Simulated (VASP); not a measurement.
Runs of VASP 6.6.1 on SnO (Romarchite). Symmetry: P4/nmm, No. 129, tetragonal system. Conventional cell: a = 3.835 Å, b = 3.835 Å, c = 4.728 Å, α = 90.00°, β = 90.00°, γ = 90.00°. Around Sn (site symmetry 4mm) lie 4 O at 2.24 Å. O (site symmetry -4m2) has 4 Sn at 2.24 Å as nearest neighbours. 

```tsv
task	level	cell	k mesh	cutoff (eV)	grid for exact exchange (PRECFOCK)	exchange at q = 0	share of exact exchange	screening parameter	mesh quality	gap on the mesh (eV)	pressure (GPa)	largest force (eV/Å)
band structure	PBE	as given	4 × 4 × 4	520	Fast	-	-	-	coarse	-	2.1	(a)
band structure	PBE-EpsX	as given	4 × 4 × 4	520	Fast	truncated	0.1224	-	not flagged	(b)	0.0	0.36
band structure	HSE06	as given	4 × 4 × 4	520	Fast	-	-	0.2 1/A	not flagged	(c)	-2.2	0.66
relaxation of cell and atoms	PBE+D3(BJ)	relaxed	8 × 8 × 6	600	-	-	-	-	not flagged	none	0.0	-
```

Alike in all rows: potentials or basis VASP PAW PBE potentials, release 64 (Sn_d, O); no spin polarisation; smearing gaussian 0.03 eV.

Fill in the values left out.

(a) 0.07; (b) 0.39; (c) 0.27.

Caveats: some runs use coarse meshes; spin-orbit coupling is left out, which moves the levels of the heavy elements (some runs); the PAW data sets were made with another functional, which shifts forces and pressure a little (some runs); the relaxation stopped at its first step, so nothing moved (some runs); pairwise dispersion overbinds metals, which lowers pressure and volume (some runs).

A k mesh can miss the band edges, and the runs leave out spin-orbit coupling on Sn.

A gap of «none» marks a metal or a gap under the smearing width.
